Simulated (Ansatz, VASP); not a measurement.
# Cross-check of K (K(111)) between VASP and Ansatz

Aim: how closely do two programs agree when they are given the same cell, functional and k mesh?

Program: Ansatz 0.2.0. Level of theory: plane waves, with VASP 6.6.1 beside it; single point at PBEsol, single point at LDA and single point at RPBE. Results are calculated unless marked as measured.

## (1) Starting point

The cell holds 11 atoms: 11 K. Its edges and angles: a = 7.396 Å, b = 7.396 Å, c = 33.098 Å, α = 90.0°, β = 90.0°, γ = 60.0°. Vacuum lies along c.

## (2) Ansatz: single point, PBEsol

Ansatz runs on its default PAW (the set named soft_2) files.

A single point gives forces, pressure and levels at one fixed geometry, so differences don't come from the geometry; what else differs is listed under the comparison.

Contents of input.yaml:

```yaml
crystal:
  lattice:
    - [7.3963369312, 0.0, 0.0]
    - [3.6981684656, 6.4054156774, 0.0]
    - [0.0, 0.0, 33.0977095393]
  atoms:
    - { symbol: K, position: [0.6666666667, 0.6666666667, 0.2719221398] }
    - { symbol: K, position: [0.0, 0.0, 0.3175377118] }
    - { symbol: K, position: [0.3333333333, 0.3333333333, 0.3631532839] }
    - { symbol: K, position: [0.6666666667, 0.6666666667, 0.4087688559] }
    - { symbol: K, position: [0.0, 0.0, 0.454384428] }
    - { symbol: K, position: [0.3333333333, 0.3333333333, 0.5] }
    - { symbol: K, position: [0.6666666667, 0.6666666667, 0.545615572] }
    - { symbol: K, position: [0.0, 0.0, 0.5912311441] }
    - { symbol: K, position: [0.3333333333, 0.3333333333, 0.6368467161] }
    - { symbol: K, position: [0.6666666667, 0.6666666667, 0.6824622882] }
    - { symbol: K, position: [0.0, 0.0, 0.7280778602] }
hamiltonian:
  xc: pbesol
  pseudopotentials: { kind: paw }
kpoints:
  mp_grid: { grid: [6, 6, 1] }
scf:
  occupations: { method: methfessel_paxton, width: 0.02 }
  n_extra_bands: 6
efield:
  axis: 3
  dipole_correction: true
  ramp_width: 0.04
output:
  forces: true
  eigenvalues: true
```

Command:

```console
$ ansatz run input.yaml --threads 4 --pin off --max-ram 9216MiB --backend cpu --events-out ev --progress --plain --runs-dir out
```

Numbers of over 12 decimals in the logs are rounded to 6 here.

What it wrote:

```text
scf.n_extra_bands = 6 over 50 filled bands (N_el = 99.0): the run solves 56 bands
Engine: ansatz 0.2.0, aarch64-unknown-linux-gnu
Pseudopotentials: kind: paw
Pseudopotential: K, paw, valence charge 9, recommended cutoff 420 eV (normal), K.paw.azcp
Functional definition: PBEsol
  exchange = pbesol_x
  correlation = pbesol_c
Crystal: 11 atoms, lattice volume = 1568.057 Å³
Basis set: ecut = 420 eV, 30747 PW (Γ), exchange–correlation on 100×100×450 points (8 copies of the dense FFT grid, shifted against one another)
Bands: 56, of which v1, the nominal top of the filled ones, is band 50 counted from 1 (49 counted from 0)
Symmetry: 6 space group operations
k-points: 7 of 36 (time reversal used)
Non-local potential: K, projectors of the file, l = 0: 3, l = 1: 2, l = 2: 2
PAW form: soft (Blöchl's): semilocal exchange-correlation on the pseudo side does not see the compensation charge
PAW frozen core: K, regenerated for the run's functional, and the local potential with it (the file was generated under x = pbe(κ = 0.804, μ = 0.219515), c = pbe(β = 0.066725))
PAW one-centre angular grid: K, 110 points (default); XC on 64 Gauss nodes
Initial density: superposition of atomic densities (neutral atoms: chi_scale 0, normalization atom), corrected by the library's trained network
Initial wavefunctions: pseudopotential atomic-orbital guess
Functional: x = pbesol(κ = 0.804, μ = 0.123457), c = pbesol(β = 0.046)
SCF iter   1: F=—  HF=-16675.443269 eV  |F-HF|=—  |Δ(HF+E_count)|=         —  Δρ=1.14e-3  dr2=6.11e-1  ethr=1.77e-3  p=0.000 e·Å  D=2.19e-14 V/Å  ΔV_dip=-0.00 eV  dr2_dipole=4.04e-7  V_vac-E_F(+/−)=1.93/1.93 eV  ⟨swp⟩=13.9  Hψ=1921  notcnv=0
efield: sawtooth ramp at fractional position 0.9800 (placed from the atoms, in the widest stretch of the axis that holds none; the zero of the levels goes with the place), width 0.0400; the density the first Hamiltonian is built on has a dipole p = 0.000 e·Å; the dipole correction subtracts the counter field D = 2.19e-14 V/Å, which shifts the + side's vacuum level by -0.00 eV against the − side's; the planar-averaged density in the ramp window peaks in size at 4.3e-7 e/Å³
preconditioner: auto → LDOS  [insulator: Δε(μ)=0.081 eV  Ē_g=1.395 eV  σ=0.020 eV  W_gap=0.68  n_scr=126 (ndim 8)  ℏωp=3.1 eV  f_vac=0.450  D(μ)=27.57/eV (n_scr^D=138)  ε∞_Penn≈6.0  β→1.0]
SCF iter   2: F=—  HF=-16675.428264 eV  |F-HF|=—  |Δ(HF+E_count)|=   1.50e-2  S|Δr|=    0.00e0  Δρ=7.53e-4  dr2=2.83e-1  ethr=6.17e-4  p=-0.000 e·Å  D=-5.64e-7 V/Å  ΔV_dip=0.00 eV  dr2_dipole=5.26e-7  V_vac-E_F(+/−)=1.96/1.96 eV  ⟨swp⟩=1.7  Hψ=481  notcnv=0  defer=3
SCF iter   3: F=—  HF=-16675.421050 eV  |F-HF|=—  |Δ(HF+E_count)|=   7.21e-3  S|Δr|=    0.00e0  Δρ=9.92e-4  dr2=1.21e-1  ethr=2.86e-4  p=0.000 e·Å  D=3.63e-6 V/Å  ΔV_dip=-0.00 eV  dr2_dipole=6.99e-9  V_vac-E_F(+/−)=1.99/1.99 eV  ⟨swp⟩=2.0  Hψ=409  notcnv=0  defer=8
SCF iter   4: F=—  HF=-16675.409858 eV  |F-HF|=—  |Δ(HF+E_count)|=   1.12e-2  S|Δr|=    0.00e0  Δρ=2.53e-4  dr2=9.52e-3  ethr=1.22e-4  p=0.000 e·Å  D=7.42e-6 V/Å  ΔV_dip=-0.00 eV  dr2_dipole=2.88e-8  V_vac-E_F(+/−)=2.04/2.04 eV  ⟨swp⟩=2.1  Hψ=643  notcnv=0  defer=9
SCF iter   5: F=—  HF=-16675.409607 eV  |F-HF|=—  |Δ(HF+E_count)|=   2.51e-4  S|Δr|=    0.00e0  Δρ=2.01e-4  dr2=2.55e-3  ethr=9.62e-6  p=0.000 e·Å  D=6.41e-6 V/Å  ΔV_dip=-0.00 eV  dr2_dipole=3.69e-9  V_vac-E_F(+/−)=2.07/2.07 eV  ⟨swp⟩=2.6  Hψ=666  notcnv=0  defer=10
SCF iter   6: F=—  HF=-16675.409394 eV  |F-HF|=—  |Δ(HF+E_count)|=   2.13e-4  S|Δr|=    0.00e0  Δρ=9.60e-5  dr2=4.68e-4  ethr=2.57e-6  p=0.000 e·Å  D=5.02e-6 V/Å  ΔV_dip=-0.00 eV  dr2_dipole=2.31e-8  V_vac-E_F(+/−)=2.08/2.08 eV  ⟨swp⟩=2.0  Hψ=602  notcnv=0  defer=10
SCF iter   7: F=—  HF=-16675.409372 eV  |F-HF|=—  |Δ(HF+E_count)|=   2.21e-5  S|Δr|=    0.00e0  Δρ=3.28e-5  dr2=7.37e-5  ethr=4.73e-7  p=0.000 e·Å  D=2.60e-6 V/Å  ΔV_dip=-0.00 eV  dr2_dipole=6.01e-8  V_vac-E_F(+/−)=2.09/2.09 eV  ⟨swp⟩=2.0  Hψ=610  notcnv=0  defer=10
SCF iter   8: F=—  HF=-16675.409069 eV  |F-HF|=—  |Δ(HF+E_count)|=   3.03e-4  S|Δr|=    0.00e0  Δρ=2.09e-5  dr2=1.05e-5  ethr=7.44e-8  p=0.000 e·Å  D=1.89e-7 V/Å  ΔV_dip=-0.00 eV  dr2_dipole=1.67e-8  V_vac-E_F(+/−)=2.09/2.09 eV  ⟨swp⟩=2.0  Hψ=664  notcnv=0  defer=10
SCF iter   9: F=—  HF=-16675.409068 eV  |F-HF|=—  |Δ(HF+E_count)|=   1.50e-6  S|Δr|=    0.00e0  Δρ=8.85e-6  dr2=1.85e-6  ethr=1.06e-8  p=-0.000 e·Å  D=-1.40e-7 V/Å  ΔV_dip=0.00 eV  dr2_dipole=6.81e-9  V_vac-E_F(+/−)=2.10/2.10 eV  ⟨swp⟩=2.1  Hψ=656  notcnv=0  defer=10
SCF iter  10: F=—  HF=-16675.409068 eV  |F-HF|=—  |Δ(HF+E_count)|=   7.10e-8  S|Δr|=    0.00e0  Δρ=2.47e-6  dr2=3.84e-7  ethr=1.87e-9  p=-0.000 e·Å  D=-3.05e-7 V/Å  ΔV_dip=0.00 eV  dr2_dipole=2.06e-9  V_vac-E_F(+/−)=2.10/2.10 eV  ⟨swp⟩=2.1  Hψ=655  notcnv=0  defer=10
SCF iter  11: F=-16675.409068 eV  HF=-16675.409068 eV  |F-HF|=1.23e-8  |Δ(HF+E_count)|=   1.12e-7  S|Δr|=    0.00e0  Δρ=1.35e-6  dr2=6.43e-8  ethr=1.01e-10  p=-0.000 e·Å  D=-2.42e-7 V/Å  ΔV_dip=0.00 eV  dr2_dipole=1.29e-10  V_vac-E_F(+/−)=2.10/2.10 eV  ⟨swp⟩=17.0  Hψ=1637  notcnv=0
SCF 1 converged in 11 iterations: F = -16675.409068 eV  dr2 = 6.43e-8
  greatest PAW one-centre occupation: 0.987 electrons in one spin orbital (limit 2), on the K atom at site 9 (counted from 0), in its partial waves of l = 0
SCF converged after 11 iterations
Stability not checked: this state was not tested for a lower state beside it, because cold or Methfessel-Paxton smearing, or corrected tetrahedra, fill the levels in a way that the test cannot read (fill_not_monotonic; see scf.lower_state_search)
Free energy (F): -16675.409068 eV
Harris-Foulkes:  -16675.409068 eV  (|F-HF|=1.23e-8)
Internal energy: -16675.407624 eV  (E = F + TS)
E sigma→0 (E₀):  -16675.408707 eV
Entropy (-TS):   -0.001443 eV (-0.131 meV/atom)
Fermi energy:    -0.050204 eV
Dipole field:    D = -0.000006 V/Å  (p = -0.000049 e·Å, saw-weighted, corrected)
Work function:   Φ+ = 2.0953 eV   Φ− = 2.0952 eV
Levels:          The Fermi level and band energies are counted from a zero that moves with the ramp; work functions are not
--- Per-component energies (eV) ---
  E_band       = -1759.402423
  E_kinetic    = 2769.832228
  E_local      = -34063.517095  (includes V_loc(G=0)·N_el)
  E_nonlocal   = 152.092043
  E_hartree    = 15741.149056
  E_xc         = -1450.341172
  E_vxc        = -1776.564775  (∫ρ·V_xc dr)
  E_paw        = -8379.899312  (= ΣΔE_a)
  E_vpaw       = -323.532699  (= ΣTr[D̂ρ^β])
  E_aug_tail   = -0.000036  (compensation charges beyond the density's cutoff)
  E_efield     = 0.000000  (sawtooth field / dipole correction)
  E_vefield    = 0.000000  (∫n·V_field dr)
  E_ewald      = 8554.089928
  E_core_change = 1.186737  (= ΣΔE_core)
  E_smearing   = -0.001443  (= −TS)
  E_closure    = 0.000000  (closes the sum)
  Σ components = -16675.409068   (vs F -16675.409068, Δ=0.00e0)
--- Forces (eV/Å), atoms counted from 1 ---
  atom   1  K      0.00000000    -0.00000000     0.05150890
  atom   2  K      0.00000000    -0.00000000     0.03850895
  atom   3  K     -0.00000000     0.00000000    -0.04692789
  atom   4  K      0.00000000     0.00000000    -0.01174409
  atom   5  K      0.00000000     0.00000000    -0.00616244
  atom   6  K     -0.00000000    -0.00000000    -0.00000026
  atom   7  K      0.00000000    -0.00000000     0.00616232
  atom   8  K      0.00000000    -0.00000000     0.01174512
  atom   9  K      0.00000000    -0.00000000     0.04692856
  atom  10  K     -0.00000000     0.00000000    -0.03850821
  atom  11  K     -0.00000000     0.00000000    -0.05151006
  max |Σ_I F_I| component: 9.05e-7 eV/Å
--- Band table (eV; the first three rows and the last of 7) ---
  k-point 0: bands = [... 46 lower, -1.3621, -0.7092, -0.0164, 0.6471, 1.1240, 1.1240, 1.1506, 1.1506, ... 2 higher]
  k-point 1: bands = [... 46 lower, -1.2537, -0.6086, 0.0748, 0.3685, 0.6188, 0.7325, 0.8533, 0.8713, ... 2 higher]
  k-point 2: bands = [... 46 lower, -0.9356, -0.4756, -0.3230, -0.1759, 0.2339, 0.3695, 0.5595, 0.6878, ... 2 higher]
  k-point 6: bands = [... 46 lower, -0.8637, -0.6235, -0.6235, -0.5166, -0.1665, -0.1665, -0.0116, 0.4095, ... 2 higher]
```

Elapsed: 18 s, on 4 threads of Arm Neoverse V1, shared host; peak memory 2.1 GiB; 67 s of CPU time.

Reading the cycles: dr2 is the Hartree energy of the density residual (eV), the measure of convergence; HF is the Harris–Foulkes estimate of the energy, which meets the free energy F at convergence.

[end of part 1 of 3]

[Lines on the potential files, build, host, timing and source positions are cut from VASP's logs without a mark.]

[Logs are printed without paths, hosts, clocks, repeated set-up lines and the standing remarks that a program may print on its own settings, such as how far it seeks lower states.]

[Hosts, paths, dates, database ids (printed as entryN), source tags and the programs' standing remarks are cut or masked in the printed files.]
